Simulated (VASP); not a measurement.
Here is the system:

```xyz
2
Lattice="4.2704 0.0000 0.0000 0.0000 4.2704 0.0000 0.0000 0.0000 4.2704" Properties=species:S:1:pos:R:3 pbc="T T T"
Cs     0.0000     0.0000     0.0000
Br     2.1352     2.1352     2.1352
```

Level of theory: optB86b-vdW, VASP's PBE PAW potentials (set 64) (plane waves; VASP). Numerical set-up: 520 eV cut-off, Gaussian smearing of 0.050 eV, potentials Cs_sv Br.

Unless said otherwise, spin-orbit coupling is left out, though it shifts the bands of the heavy elements here.

Question: Give the energies of bands 3 to 11 at the high-symmetry points, in eV from the valence-band maximum.

Answer: 
```
band      Γ      X      M      R
----  -----  -----  -----  -----
3     -6.36  -6.75  -6.97  -6.78
4     -6.36  -6.25  -6.97  -6.78
5     -6.36  -6.25  -6.18  -6.78
6      0.00  -1.36  -0.58  -1.22
7      0.00  -0.23  -0.58  -1.22
8      0.00  -0.23  -0.01  -1.22
9      4.51   5.88   5.23   8.37
10     4.86   7.33   5.47   8.37
11     4.86   7.81   7.21   8.37
```

The gap is direct, 4.52 eV, from the valence maximum at Γ to the conduction minimum at Γ.

Measured: gap 7.30 eV (computed value off by -2.78 eV), as given by Aguado et al., (1998), arXiv:cond-mat/9809176.

The compound is CsBr in the CsCl type structure. It was relaxed first.
